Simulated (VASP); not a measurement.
SrO (rock salt) relaxed at rising pressure, in one space group throughout; other phases were not tried. The pressures are those reached. All values below come from PBEsol GGA, VASP's PBE PAW potentials (set 64) (plane waves; VASP).

```json
[
 {"P (GPa)": "-0.10", "V (Å³/atom)": "16.915", "k-mesh": "9×9×9"},
 {"P (GPa)": "5.01", "V (Å³/atom)": "16.108", "k-mesh": "9×9×9"},
 {"P (GPa)": "10.00", "V (Å³/atom)": "15.487", "k-mesh": "9×9×9"},
 {"P (GPa)": "19.82", "V (Å³/atom)": "14.549", "k-mesh": "9×9×9"},
 {"P (GPa)": "29.99", "V (Å³/atom)": "13.817", "k-mesh": "9×9×9"}
]
```

A change of mesh leaves a small step in the series.

Fit an equation of state and predict the volume at 44.91 GPa.

Least squares on the third-order Birch-Murnaghan form, P = (3B0/2)(y⁷ − y⁵)[1 + (3/4)(B′ − 4)(y² − 1)] with y = (V0/V)^(1/3), gives V0 = 16.896 Å³/atom, B0 = 94 GPa and B′ = 4.5, and so 13.002 Å³/atom. The run gave 13.000 Å³/atom, -0.0 % from the fit.

Pressures at which the relaxation failed are left out.

The compound is SrO in the rock salt structure.
